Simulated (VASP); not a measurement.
```xyz
63
Lattice="7.2489 0.0000 0.0000 0.0000 7.2489 0.0000 0.0000 0.0000 7.2489" Properties=species:S:1:pos:R:3 pbc="T T T"
B      3.6114     0.0005     0.0051
B      5.4207     1.8322     0.0278
B      5.4215     0.0186     1.8351
B      7.2393     0.0091     0.0129
B      1.7900     1.8087     7.2466
B      3.6298     3.6303     7.2327
B      5.4358     5.4589     7.2339
B      1.7892     7.2409     1.8141
B      3.5188     1.7818     1.7972
B      5.3842     3.7634     1.8256
B      3.6276     7.2251     3.6346
B      5.3854     1.8081     3.7556
B      5.4351     7.2319     5.4633
B      7.2343     3.6311     0.0174
B      1.8108     5.4320     7.2360
B      7.2077     1.8338     1.8381
B      1.7965     3.6367     1.7959
B      3.6093     5.4441     1.7860
B      7.2365     0.0107     3.6364
B      1.7971     1.7919     3.6431
B      5.4698     5.4492     3.6367
B      1.8105     7.2314     5.4378
B      3.6081     1.7838     5.4488
B      5.4679     3.6313     5.4545
B      0.0138     5.4565     1.8129
B      0.0087     3.6239     3.6256
B      1.8320     5.4072     3.6075
B      0.0103     1.8083     5.4600
B      1.8323     3.6016     5.4133
B      3.6419     5.4070     5.4132
B      0.0156     5.4323     5.4376
N      4.5089     0.9273     0.9349
N      6.3028     2.7454     0.9391
N      6.3036     0.9309     2.7487
N      0.8841     0.9146     0.9192
N      2.6913     2.7186     0.8797
N      4.5281     4.5886     0.8410
N      6.3382     6.3622     0.9135
N      2.6881     0.8695     2.7250
N      6.3913     4.5804     2.7204
N      4.5265     0.8387     4.5889
N      6.3831     2.7158     4.5779
N      6.3367     0.9105     6.3669
N      0.8968     4.5373     0.8915
N      2.7036     6.3540     0.8930
N      0.8982     2.7168     2.7221
N      2.6985     4.5377     2.6430
N      4.5289     6.3395     2.7212
N      0.8955     0.8873     4.5427
N      2.6983     2.6395     4.5443
N      4.6183     4.5383     4.5450
N      6.3606     6.3522     4.5461
N      2.7043     0.8885     6.3586
N      4.5288     2.7163     6.3462
N      6.3609     4.5400     6.3557
N      0.9010     6.3564     2.7198
N      0.9228     4.5195     4.5251
N      2.7233     6.3162     4.5255
N      0.8993     2.7153     6.3608
N      2.7236     4.5197     6.3227
N      4.5333     6.3492     6.3519
N      0.9067     6.3413     6.3458
Si     4.0647     3.2552     3.2468
```
Cell charge -1.

Level of theory: HSE06 screened hybrid, VASP's PBE PAW potentials (set 64) (plane waves; VASP). Settings: PREC = Normal, LREAL = Auto, ISYM = 0, NELECT = 253.0, EDIFF = 1E-5, 400 eV cut-off, 1×1×1 Γ-centred mesh, Gaussian smearing of 0.050 eV, potentials B N Si. Starting moments (MAGMOM): 63*0.0159. The cell's moment is fixed (NUPDOWN = 1).

The cell is charged, with a uniform compensating background. The supercell is sampled at Γ alone, which is coarse: total energies, pressure and levels can be off, energies of defects by several tenths of an eV.

Question: Estimate the cell moment, energy per atom (σ→0).

Answer: 
```yaml
cell_moment: 1.00 μB
energy per atom (σ→0): -9.849 eV/atom
```

Question: Give the moment on each site (PAW-sphere projection).

Answer: 
| site | moment (μB) |
|---|---|
| B1 | 0.00 |
| B2 | 0.00 |
| B3 | 0.00 |
| B4 | 0.00 |
| B5 | 0.01 |
| B6 | 0.00 |
| B7 | 0.00 |
| B8 | 0.01 |
| B9 | 0.24 |
| B10 | 0.03 |
| B11 | 0.00 |
| B12 | 0.06 |
| B13 | 0.00 |
| B14 | 0.00 |
| B15 | 0.00 |
| B16 | 0.00 |
| B17 | 0.00 |
| B18 | 0.00 |
| B19 | 0.00 |
| B20 | 0.00 |
| B21 | 0.00 |
| B22 | 0.00 |
| B23 | 0.00 |
| B24 | 0.00 |
| B25 | 0.00 |
| B26 | 0.00 |
| B27 | 0.00 |
| B28 | 0.01 |
| B29 | 0.00 |
| B30 | 0.00 |
| B31 | 0.00 |
| N32 | 0.00 |
| N33 | 0.00 |
| N34 | 0.00 |
| N35 | 0.00 |
| N36 | 0.03 |
| N37 | 0.00 |
| N38 | 0.00 |
| N39 | 0.03 |
| N40 | 0.02 |
| N41 | 0.00 |
| N42 | 0.03 |
| N43 | 0.00 |
| N44 | 0.00 |
| N45 | 0.00 |
| N46 | 0.00 |
| N47 | 0.01 |
| N48 | 0.00 |
| N49 | 0.00 |
| N50 | 0.00 |
| N51 | 0.04 |
| N52 | 0.00 |
| N53 | 0.00 |
| N54 | 0.00 |
| N55 | 0.00 |
| N56 | 0.01 |
| N57 | 0.00 |
| N58 | 0.00 |
| N59 | 0.01 |
| N60 | 0.00 |
| N61 | 0.00 |
| N62 | 0.00 |
| Si63 | 0.08 |

The absolute energy has meaning only against runs of the same code, potentials and settings.

The cell is a supercell with a defect, built from BN (zinc blende): Si_B-vac_N, charge -1. The cell's shape comes from a PBE relaxation.
